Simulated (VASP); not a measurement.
Input:

```yaml
crystal:
  lattice:
    - [0.00000, 2.25541, 2.25541]
    - [2.25541, 0.00000, 2.25541]
    - [2.25541, 2.25541, 0.00000]
  atoms:
    - { symbol: Hf, position: [0.00000, 0.00000, 0.00000] }
    - { symbol: N, position: [0.50000, 0.50000, 0.50000] }
```

Computed with revTPSS meta-GGA, VASP's PBE PAW potentials (set 64) (plane waves; VASP). Settings: 520 eV cut-off, 16×16×16 Γ-centred mesh, tetrahedra with Blöchl corrections, potentials Hf_pv N.

Question: Give the energies of bands 5 to 10 at the high-symmetry points, in eV from the Fermi level.

Answer: 
```
band      Γ      X      U      L      W
----  -----  -----  -----  -----  -----
5     -3.04  -5.51  -6.44  -9.01  -6.22
6     -3.04  -3.93  -5.63  -6.24  -5.58
7     -3.04  -3.73  -5.00  -6.24  -5.58
8     -0.39  -3.73  -0.90   3.33   1.12
9     -0.39   4.32   3.91   3.74   1.12
10    -0.39   5.57   4.48   3.74   5.59
```

It has no gap at this level: it comes out as a metal or semimetal.

The compound is HfN in the rock salt structure. It was relaxed first. The electron count is odd and the run is not spin-polarised, which forces a metal.
